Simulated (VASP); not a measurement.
OSZICAR of a VASP run on HgTe (zinc blende):

OSZICAR:
```
       N       E                     dE             d eps       ncg     rms          rms(c)
DAV:   1     0.950280198511E+02    0.95028E+02   -0.70800E+03   520   0.960E+02
DAV:   2    -0.140877850090E+01   -0.96437E+02   -0.91987E+02   565   0.249E+02
DAV:   3    -0.522431283921E+01   -0.38155E+01   -0.38012E+01   640   0.528E+01
DAV:   4    -0.526208765629E+01   -0.37775E-01   -0.37770E-01   702   0.472E+00
DAV:   5    -0.526219903118E+01   -0.11137E-03   -0.11137E-03   645   0.237E-01    0.799E+00
DAV:   6    -0.504927113743E+01    0.21293E+00   -0.50658E-01   585   0.107E+01    0.629E+00
DAV:   7    -0.503551117206E+01    0.13760E-01   -0.10632E-01   595   0.261E+00    0.221E+00
DAV:   8    -0.503278002355E+01    0.27311E-02   -0.11608E-02   525   0.148E+00    0.596E-01
DAV:   9    -0.503242531528E+01    0.35471E-03   -0.81432E-04   580   0.343E-01    0.144E-01
DAV:  10    -0.503241724672E+01    0.80686E-05   -0.71544E-05   603   0.872E-02    0.567E-02
DAV:  11    -0.503241901309E+01   -0.17664E-05   -0.19658E-05   608   0.474E-02    0.315E-02
DAV:  12    -0.503241782821E+01    0.11849E-05   -0.34386E-06   540   0.194E-02    0.141E-02
DAV:  13    -0.503241784163E+01   -0.13411E-07   -0.22464E-07   280   0.334E-03
   1 F= -.50324178E+01 E0= -.50323054E+01  d E =-.503242E+01
       N       E                     dE             d eps       ncg     rms          rms(c)
DAV:   1    -0.504374527755E+01   -0.11327E-01   -0.22225E-01   585   0.592E+00    0.775E-01
DAV:   2    -0.503373928113E+01    0.10006E-01   -0.26729E-02   560   0.251E+00    0.260E-01
DAV:   3    -0.503281027759E+01    0.92900E-03   -0.28608E-03   555   0.524E-01    0.252E-01
DAV:   4    -0.503266435489E+01    0.14592E-03   -0.32022E-04   560   0.160E-01    0.382E-02
DAV:   5    -0.503264876961E+01    0.15585E-04   -0.52553E-05   563   0.987E-02    0.357E-02
DAV:   6    -0.503264855056E+01    0.21906E-06   -0.91940E-06   530   0.300E-02
   2 F= -.50326486E+01 E0= -.50325361E+01  d E =-.230709E-03
       N       E                     dE             d eps       ncg     rms          rms(c)
DAV:   1    -0.503393100281E+01   -0.12822E-02   -0.24914E-02   585   0.199E+00    0.265E-01
DAV:   2    -0.503284275020E+01    0.10883E-02   -0.28793E-03   560   0.820E-01    0.905E-02
DAV:   3    -0.503273819681E+01    0.10455E-03   -0.30680E-04   555   0.175E-01    0.874E-02
DAV:   4    -0.503272108430E+01    0.17113E-04   -0.34475E-05   555   0.508E-02    0.139E-02
DAV:   5    -0.503271927828E+01    0.18060E-05   -0.57379E-06   543   0.322E-02    0.122E-02
DAV:   6    -0.503271923605E+01    0.42231E-07   -0.89876E-07   265   0.952E-03
   3 F= -.50327192E+01 E0= -.50326068E+01  d E =-.301394E-03
```

### Question
Which electronic solver shows in the log?

### Answer
It is blocked Davidson (ALGO = Normal, or the opening steps of other solvers). The INCAR had ALGO = Normal.

### Question
Can the final energy be trusted as converged?

### Answer
The run converged. It stopped with EDIFF = 1E-6, NELM = 100, NSW = 60 and EDIFFG = -0.01 after 3 ionic steps (LDA (Ceperley-Alder, Perdew-Zunger), plane waves, VASP's LDA PAW potentials (set 64)).

The compound is HgTe in the zinc blende structure. This run relaxes it. Symmetry was kept, so distortions that lower it aren't found.
